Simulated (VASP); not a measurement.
Method: r2SCAN+rVV10, VASP's PBE PAW potentials (set 64) (plane waves; VASP).

A VASP calculation is set up with these files.

**POSCAR**
```
NaF
1.0
  0.0000000000   2.2751277318   2.2751277318
  2.2751277318   0.0000000000   2.2751277318
  2.2751277318   2.2751277318   0.0000000000
Na F
1 1
Cartesian
  0.0000000000   0.0000000000   0.0000000000
  2.2751277318   2.2751277318   2.2751277318
```

**KPOINTS**
```
Automatic mesh
0
Gamma
 11 11 11
```

### INCAR
```
SYSTEM = NaF
PREC = Accurate
ENCUT = 520
EDIFF = 1E-7
NELM = 100
ALGO = Normal
LREAL = .FALSE.
LASPH = .TRUE.
ISMEAR = -5
METAGGA = R2SCAN
LUSE_VDW = .TRUE.
BPARAM = 11.95
CPARAM = 0.0093
LMIXTAU = .TRUE.
LWAVE = .FALSE.
LCHARG = .FALSE.
LORBIT = 11
NEDOS = 601
ISIF = 2
```

KPOINTS_OPT:
```
k-points along high-symmetry lines
10
Line-mode
Reciprocal
  0.000000   0.000000   0.000000 ! GAMMA
  0.500000   0.000000   0.500000 ! X

  0.500000   0.000000   0.500000 ! X
  0.625000   0.250000   0.625000 ! U

  0.375000   0.375000   0.750000 ! K
  0.000000   0.000000   0.000000 ! GAMMA

  0.000000   0.000000   0.000000 ! GAMMA
  0.500000   0.500000   0.500000 ! L

  0.500000   0.500000   0.500000 ! L
  0.500000   0.250000   0.750000 ! W

  0.500000   0.250000   0.750000 ! W
  0.500000   0.000000   0.500000 ! X
```

POTCAR, in this order: Na_pv F (PBE.64 set). Program: vasp_std.

The resulting files:

File OUTCAR:
```
 ion  position               nearest neighbor table
   1  0.000  0.000  0.000-   2 2.28   2 2.28   2 2.28   2 2.28   2 2.28   2 2.28
   2  0.500  0.500  0.500-   1 2.28   1 2.28   1 2.28   1 2.28   1 2.28   1 2.28
  LATTYP: Found a face centered cubic cell.
 ALAT       =     4.5502554636
 Subroutine PRICEL returns:
 Original cell was already a primitive cell.
 Subroutine GETGRP returns: Found 48 space group operations
The static configuration has the point symmetry O_h .
The dynamic configuration has the point symmetry O_h .
 Subroutine INISYM returns: Found 48 space group operations
 Subroutine IBZKPT returns following result:
 Found     56 irreducible k-points:

 Following reciprocal coordinates:
            Coordinates               Weight
  0.000000  0.000000  0.000000      1.000000
  0.090909  0.000000  0.000000      8.000000
  0.181818  0.000000  0.000000      8.000000
  0.272727  0.000000  0.000000      8.000000
  0.363636  0.000000  0.000000      8.000000
  0.454545  0.000000  0.000000      8.000000
  0.090909  0.090909  0.000000      6.000000
  0.181818  0.090909  0.000000     24.000000
  0.272727  0.090909  0.000000     24.000000
  0.363636  0.090909  0.000000     24.000000
  0.454545  0.090909  0.000000     24.000000
 -0.454545  0.090909  0.000000     24.000000
 -0.363636  0.090909  0.000000     24.000000
 -0.272727  0.090909  0.000000     24.000000
 -0.181818  0.090909  0.000000     24.000000
 -0.090909  0.090909  0.000000     12.000000
  0.181818  0.181818  0.000000      6.000000
  0.272727  0.181818  0.000000     24.000000
  0.363636  0.181818  0.000000     24.000000
  0.454545  0.181818  0.000000     24.000000
 -0.454545  0.181818  0.000000     24.000000
 -0.363636  0.181818  0.000000     24.000000
 -0.272727  0.181818  0.000000     24.000000
 -0.181818  0.181818  0.000000     12.000000
  0.272727  0.272727  0.000000      6.000000
  0.363636  0.272727  0.000000     24.000000
  0.454545  0.272727  0.000000     24.000000
 -0.454545  0.272727  0.000000     24.000000
 -0.363636  0.272727  0.000000     24.000000
 -0.272727  0.272727  0.000000     12.000000
  0.363636  0.363636  0.000000      6.000000
  0.454545  0.363636  0.000000     24.000000
 -0.454545  0.363636  0.000000     24.000000
 -0.363636  0.363636  0.000000     12.000000
  0.454545  0.454545  0.000000      6.000000
 -0.454545  0.454545  0.000000     12.000000
  0.272727  0.181818  0.090909     24.000000
  0.363636  0.181818  0.090909     48.000000
  0.454545  0.181818  0.090909     48.000000
 -0.454545  0.181818  0.090909     48.000000
   k-points           NKPTS =     56   k-points in BZ     NKDIM =     56   number of bands    NBANDS=     11
   number of dos      NEDOS =    601   number of ions     NIONS =      2
   total plane-waves  NPLWV =  13824
   dimension x,y,z NGX =    24 NGY =   24 NGZ =   24
   dimension x,y,z NGXF=    48 NGYF=   48 NGZF=   48
   ions per type =               1   1
   PREC   = accura    normal or accurate (medium, high low for compatibility)
   ISTART =      0    job   : 0-new  1-cont  2-samecut
   ICHARG =      2    charge: 1-file 2-atom 10-const
   ISPIN  =      1    spin polarized calculation?
   LNONCOLLINEAR =      F non collinear calculations
   LSORBIT =      F    spin-orbit coupling
   INIWAV =      1    electr: 0-lowe 1-rand  2-diag
   ENCUT  =  520.0 eV  38.22 Ry    6.18 a.u.   5.98  5.98  5.98*2*pi/ulx,y,z
   NELM   =    100;   NELMIN=  2; NELMDL= -5     # of ELM steps
   EDIFF  = 0.1E-06   stopping-criterion for ELM
   LREAL  =      F    real-space projection
   NLSPLINE    = F    spline interpolate recip. space projectors
   LMAXMIX     =    2 max onsite mixed and CHGCAR
...
```

OSZICAR:
```
       N       E                     dE             d eps       ncg     rms          rms(c)
DAV:   1     0.111506910671E+03    0.11151E+03   -0.84428E+03  1256   0.161E+03
DAV:   2    -0.910275206803E+01   -0.12061E+03   -0.11378E+03  1294   0.394E+02
DAV:   3    -0.154935792050E+02   -0.63908E+01   -0.63719E+01  1406   0.900E+01
DAV:   4    -0.155618222058E+02   -0.68243E-01   -0.68235E-01  1355   0.992E+00
DAV:   5    -0.155626036213E+02   -0.78142E-03   -0.78140E-03  1418   0.108E+00    0.474E+00
DAV:   6    -0.121927648070E+02    0.33698E+01   -0.14327E+00  1666   0.180E+01    0.159E+00
DAV:   7    -0.121865142729E+02    0.62505E-02   -0.10281E+00  1232   0.139E+01    0.173E+00
DAV:   8    -0.123212309136E+02   -0.13472E+00   -0.37237E-01  1232   0.933E+00    0.659E-01
DAV:   9    -0.118313695248E+02    0.48986E+00   -0.17476E-01  1232   0.497E+00    0.916E-01
DAV:  10    -0.120952902105E+02   -0.26392E+00   -0.25910E-01  1232   0.611E+00    0.252E-01
DAV:  11    -0.120930482401E+02    0.22420E-02   -0.57472E-03  1409   0.918E-01    0.302E-01
DAV:  12    -0.120894004055E+02    0.36478E-02   -0.60944E-03  1232   0.136E+00    0.980E-02
DAV:  13    -0.120915871735E+02   -0.21868E-02   -0.16169E-03  1256   0.560E-01    0.160E-02
DAV:  14    -0.120916495993E+02   -0.62426E-04   -0.11137E-04  1304   0.149E-01    0.223E-02
DAV:  15    -0.120916143667E+02    0.35233E-04   -0.12052E-04  1247   0.142E-01    0.751E-03
DAV:  16    -0.120916627133E+02   -0.48347E-04   -0.27623E-05  1286   0.774E-02    0.292E-03
DAV:  17    -0.120916611179E+02    0.15954E-05   -0.79408E-07  1418   0.147E-02    0.106E-03
DAV:  18    -0.120916574119E+02    0.37060E-05   -0.13037E-07  1280   0.601E-03    0.845E-04
DAV:  19    -0.120916574678E+02   -0.55875E-07   -0.46693E-07  1256   0.104E-02
   1 F= -.12091657E+02 E0= -.12091657E+02  d E =0.000000E+00
       N       E                     dE             ncg
       N       E                     dE             ncg
```

**OUTCAR**
```
------------------------ aborting loop because EDIFF is reached ----------------------------------------
  FORCE on cell =-STRESS in cart. coord.  units (eV):
  Direction    XX          YY          ZZ          XY          YZ          ZX
  --------------------------------------------------------------------------------------
  Total       -0.0025325     -0.0025325     -0.0025325      0.0000000      0.0000000     -0.0000000
  in kB       -0.1722686     -0.1722686     -0.1722686      0.0000000      0.0000000     -0.0000000
  external PRESSURE =      -0.1722686 kB  Pullay stress =       0.0000000 kB
  volume of cell :       23.55
      direct lattice vectors                 reciprocal lattice vectors
     0.000000000  2.275127732  2.275127732    -0.219767881  0.219767881  0.219767881
     2.275127732  0.000000000  2.275127732     0.219767881 -0.219767881  0.219767881
     2.275127732  2.275127732  0.000000000     0.219767881  0.219767881 -0.219767881
  FREE ENERGIE OF THE ION-ELECTRON SYSTEM (eV)
  ---------------------------------------------------
  free  energy   TOTEN  =       -12.0916574678 eV

  energy  without entropy=      -12.0916574678  energy(sigma->0) =      -12.09165747

 total charge

# of ion       s       p       d       tot
------------------------------------------
    1        0.049   5.999   0.000   6.047
    2        1.732   4.410   0.000   6.142
--------------------------------------------------
tot          1.780  10.409   0.000  12.189
```
(Selected blocks of OUTCAR.)

### OUTCAR
```
 val. band max:       -2.4954381397   @ k =   0.0000   0.0000   0.0000

 cond. band min:       4.9146443469   @ k =   0.0000   0.0000   0.0000


 Fermi energy:        -2.4434131868

 k-point     1 :       0.0000    0.0000    0.0000
  band No.  band energies     occupation
      1     -22.8855      2.00000
      2     -21.7906      2.00000
      3     -21.7902      2.00000
      4     -21.7902      2.00000
      5      -2.4955      2.00000
      6      -2.4954      2.00000
      7      -2.4954      2.00000
      8       4.9146      0.00000
      9      17.6151      0.00000
     10      17.6151      0.00000
     11      17.6151      0.00000

 k-point     2 :       0.0909    0.0000    0.0000
  band No.  band energies     occupation
      1     -22.9268      2.00000
      2     -21.7916      2.00000
      3     -21.7912      2.00000
      4     -21.7374      2.00000
      5      -2.6649      2.00000
      6      -2.5196      2.00000
      7      -2.5196      2.00000
      8       5.2220      0.00000
      9      16.4269      0.00000
     10      17.7731      0.00000
     11      17.7731      0.00000

 k-point     3 :       0.1818    0.0000    0.0000
  band No.  band energies     occupation
      1     -23.0217      2.00000
      2     -21.7943      2.00000
      3     -21.7939      2.00000
      4     -21.6101      2.00000
      5      -3.0772      2.00000
      6      -2.5838      2.00000
      7      -2.5837      2.00000
      8       6.0361      0.00000
      9      14.7953      0.00000
     10      18.2048      0.00000
     11      18.2049      0.00000

 k-point     4 :       0.2727    0.0000    0.0000
  band No.  band energies     occupation
      1     -23.1246      2.00000
      2     -21.7978      2.00000
      3     -21.7974      2.00000
      4     -21.4643      2.00000
      5      -3.5500      2.00000
      6      -2.6666      2.00000
      7      -2.6666      2.00000
      8       7.1355      0.00000
      9      13.4182      0.00000
...
```

The compound is NaF in the rock salt structure. It was relaxed first, which changed the volume by -5 %.
